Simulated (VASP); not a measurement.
Consider the following.

```
CELL_PARAMETERS angstrom
     -2.42002     2.42002     5.01178
      2.42002    -2.42002     5.01178
      2.42002     2.42002    -5.01178
ATOMIC_POSITIONS crystal
  Pr 0.75000 0.25000 0.50000
  Pr 0.25000 0.75000 0.50000
  Pr 0.50000 0.50000 0.00000
  Cd 0.00000 0.00000 0.00000
```

Computed with PBEsol GGA, VASP's PBE PAW potentials (set 64) (plane waves; VASP). Numerical set-up: 400 eV cut-off, 10×10×10 Γ-centred mesh, tetrahedra with Blöchl corrections, potentials Pr_3 Cd.

The 4f electrons are frozen in the core of the lanthanide potential, so 4f levels, which can set the real gap, and their magnetism are missing.

Problem. Estimate the energy per atom (σ→0), band gap (on the k-mesh) with the smallest direct gap where there is one.

Solution. 
band gap (on the k-mesh): none (metal, semimetal or under 0.01 eV)
energy per atom (σ→0): -4.323 eV/atom

Total energies compare only between runs with the same potentials, cut-off and functional.

The structure comes from a computed database's Pr3Cd entry (I4/mmm); how it stands against other phases isn't given here. It was relaxed first, which changed the volume by -6 %. The electron count is odd and the run is not spin-polarised, which forces a metal.
